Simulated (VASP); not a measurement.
The input files of a VASP run:

### POSCAR
```
BaS
1
    4.3998012419     0.0000000000     0.0000000000
   -2.1999006210     3.8103396937     0.0000000000
    0.0000000000     0.0000000000     7.7282710067
Ba S
2 2
Direct
  0.0000000000   0.0000000000   0.0000000000
  0.0000000000   0.0000000000   0.5000000000
  0.3333330000   0.6666670000   0.2500000000
  0.6666670000   0.3333330000   0.7500000000
```

### KPOINTS
```
kpoints
0
Gamma
 6 6 3
```

INCAR:
```
LWAVE  =  .FALSE.
ENCUT  =  500
LMAXMIX  =  4
PREC  =  Accurate
LREAL  =  .FALSE.
ISMEAR  =  0
PSTRESS  =  50   ! kbar
NSW  =  40
SIGMA  =  0.05   ! width (eV)
IBRION  =  2   ! conjugate gradients
EDIFFG  =  -0.02   ! ionic stop
LCHARG  =  .FALSE.
GGA  =  PS
NELM  =  100   ! most electronic steps
EDIFF  =  1E-6   ! SCF stop (eV)
ISIF  =  3   ! ions, shape and volume
SYSTEM  =  BaS
LASPH  =  .TRUE.
ALGO  =  Normal
```

POTCAR, in this order: Ba_sv S (PBE.64 set). Program: vasp_std.

Q: Write an equivalent input for Quantum ESPRESSO's pw.x.

A: One equivalent input (not run):
```
&CONTROL
  calculation = 'vc-relax'
  pseudo_dir = './pseudo'
  outdir = './out'
  tprnfor = .true.
  tstress = .true.
  nstep = 40
  forc_conv_thr = 0.00078
/
&SYSTEM
  ibrav = 0
  nat = 4
  ntyp = 2
  ecutwfc = 56.6
  occupations = 'smearing'
  smearing = 'gaussian'
  degauss = 0.003675
  input_dft = 'pbesol'
/
&ELECTRONS
  conv_thr = 7.3e-08
  electron_maxstep = 100
/
&IONS
/
&CELL
  press = 50
/
ATOMIC_SPECIES
  Ba 137.327 Ba.upf
  S 32.060 S.upf
CELL_PARAMETERS angstrom
     4.3998012    0.0000000    0.0000000
    -2.1999006    3.8103397    0.0000000
     0.0000000    0.0000000    7.7282710
ATOMIC_POSITIONS crystal
  Ba   0.0000000  0.0000000  0.0000000
  Ba   0.0000000  0.0000000  0.5000000
  S    0.3333330  0.6666670  0.2500000
  S    0.6666670  0.3333330  0.7500000
K_POINTS automatic
  6 6 3 0 0 0
```
What does not carry over: the potentials are each code's own (VASP's PAW set, PseudoDojo norm-conserving files in pw.x), so ENCUT and ecutwfc are chosen apart and not converted; conv_thr bounds pw.x's estimated SCF error, while EDIFF bounds the energy change between steps; forc_conv_thr acts on force components and is met together with etot_conv_thr.

The structure was generated: BaS was put into the NiAs type type (P6_3/mmc), which need not be its known phase. This run relaxes it under an external pressure of 5 GPa. Symmetry was kept, so distortions that lower it aren't found.
